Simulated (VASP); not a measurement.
OSZICAR of a VASP run on PtSe$_{2}$ (1T layered):

### OSZICAR
```
       N       E                     dE             d eps       ncg     rms          rms(c)
DAV:   1     0.123730247235E+03    0.12373E+03   -0.99678E+03  1216   0.126E+03
DAV:   2    -0.224807765543E+01   -0.12598E+03   -0.12291E+03  1564   0.227E+02
DAV:   3    -0.783749043165E+01   -0.55894E+01   -0.55541E+01  1466   0.522E+01
DAV:   4    -0.789051886835E+01   -0.53028E-01   -0.53015E-01  1403   0.553E+00
DAV:   5    -0.789119264228E+01   -0.67377E-03   -0.67376E-03  1550   0.596E-01    0.984E+00
DAV:   6    -0.734678655816E+01    0.54441E+00   -0.67711E+00  1200   0.261E+01    0.701E+00
DAV:   7    -0.695943935131E+01    0.38735E+00   -0.14452E+00  1214   0.127E+01    0.267E+00
DAV:   8    -0.696461186281E+01   -0.51725E-02   -0.12473E-01  1270   0.257E+00    0.109E+00
DAV:   9    -0.696110861806E+01    0.35032E-02   -0.22887E-02  1424   0.168E+00    0.249E-01
DAV:  10    -0.696154323323E+01   -0.43462E-03   -0.28214E-03  1403   0.443E-01    0.518E-02
DAV:  11    -0.696152838891E+01    0.14844E-04   -0.13107E-04  1396   0.128E-01    0.266E-02
DAV:  12    -0.696152555005E+01    0.28389E-05   -0.30615E-05  1291   0.521E-02    0.563E-03
DAV:  13    -0.696152596512E+01   -0.41507E-06   -0.58831E-07   901   0.611E-03
   1 F= -.69615260E+01 E0= -.69616947E+01  d E =-.696153E+01
       N       E                     dE             d eps       ncg     rms          rms(c)
DAV:   1    -0.696299407260E+01   -0.14685E-02   -0.25673E-02  1200   0.146E+00    0.240E-01
DAV:   2    -0.696196318251E+01    0.10309E-02   -0.63617E-03  1221   0.873E-01    0.143E-01
DAV:   3    -0.696159754578E+01    0.36564E-03   -0.78386E-04  1228   0.321E-01    0.483E-02
DAV:   4    -0.696154847581E+01    0.49070E-04   -0.36675E-04  1242   0.107E-01    0.220E-02
DAV:   5    -0.696154791799E+01    0.55782E-06   -0.14059E-05  1235   0.349E-02    0.165E-02
DAV:   6    -0.696154736665E+01    0.55134E-06   -0.41819E-06  1339   0.193E-02
   2 F= -.69615474E+01 E0= -.69617177E+01  d E =-.214015E-04
       N       E                     dE             d eps       ncg     rms          rms(c)
DAV:   1    -0.696188130056E+01   -0.33338E-03   -0.55670E-03  1200   0.681E-01    0.111E-01
DAV:   2    -0.696165974368E+01    0.22156E-03   -0.13855E-03  1235   0.407E-01    0.662E-02
DAV:   3    -0.696158216225E+01    0.77581E-04   -0.17127E-04  1235   0.149E-01    0.218E-02
DAV:   4    -0.696157410365E+01    0.80586E-05   -0.78023E-05  1221   0.491E-02    0.999E-03
DAV:   5    -0.696157393806E+01    0.16559E-06   -0.28066E-06  1016   0.160E-02
   3 F= -.69615739E+01 E0= -.69617434E+01  d E =-.479729E-04
       N       E                     dE             d eps       ncg     rms          rms(c)
DAV:   1    -0.696159321825E+01   -0.19115E-04   -0.32877E-04  1200   0.164E-01    0.275E-02
DAV:   2    -0.696157958216E+01    0.13636E-04   -0.85519E-05  1249   0.101E-01    0.166E-02
DAV:   3    -0.696157441663E+01    0.51655E-05   -0.10668E-05  1249   0.373E-02    0.549E-03
DAV:   4    -0.696157337681E+01    0.10398E-05   -0.47380E-06  1207   0.121E-02    0.249E-03
DAV:   5    -0.696157335882E+01    0.17985E-07   -0.16503E-07   600   0.400E-03
   4 F= -.69615734E+01 E0= -.69617432E+01  d E =-.473937E-04
       N       E                     dE             d eps       ncg     rms          rms(c)
DAV:   1    -0.696157640374E+01   -0.30269E-05   -0.46974E-05  1200   0.622E-02    0.104E-02
DAV:   2    -0.696157456031E+01    0.18434E-05   -0.12130E-05  1235   0.380E-02    0.625E-03
DAV:   3    -0.696157397658E+01    0.58373E-06   -0.14239E-06   621   0.140E-02
   5 F= -.69615740E+01 E0= -.69617437E+01  d E =-.480115E-04
       N       E                     dE             d eps       ncg     rms          rms(c)
DAV:   1    -0.696157597385E+01   -0.14135E-05   -0.29347E-05  1200   0.504E-02    0.861E-03
DAV:   2    -0.696157461522E+01    0.13586E-05   -0.94661E-06  1221   0.337E-02    0.585E-03
DAV:   3    -0.696157418176E+01    0.43346E-06   -0.10890E-06   607   0.123E-02
   6 F= -.69615742E+01 E0= -.69617438E+01  d E =-.482166E-04
       N       E                     dE             d eps       ncg     rms          rms(c)
DAV:   1    -0.696164536539E+01   -0.70750E-04   -0.30211E-03  1200   0.376E-01    0.414E-02
DAV:   2    -0.696162669781E+01    0.18668E-04   -0.24660E-04  1291   0.157E-01    0.213E-02
DAV:   3    -0.696161804419E+01    0.86536E-05   -0.19815E-05  1298   0.499E-02    0.716E-03
DAV:   4    -0.696161673859E+01    0.13056E-05   -0.10349E-05  1312   0.187E-02    0.335E-03
DAV:   5    -0.696161681464E+01   -0.76058E-07   -0.23641E-07   614   0.404E-03
   7 F= -.69616168E+01 E0= -.69617900E+01  d E =-.426329E-04
```

Question: Which electronic solver shows in the log?

Answer: It is blocked Davidson (ALGO = Normal, or the opening steps of other solvers). The INCAR had ALGO = Normal.

Question: Can the final energy be trusted as converged?

Answer: The run converged. It stopped with EDIFF = 1E-6, NELM = 100, NSW = 60 and EDIFFG = -0.02 after 7 ionic steps (vdW-DF2, plane waves, VASP's PBE PAW potentials (set 64)).

The compound is PtSe2 in the 1T layered structure. This run relaxes it. Symmetry was kept, so distortions that lower it aren't found. The start is the result of an earlier pass.
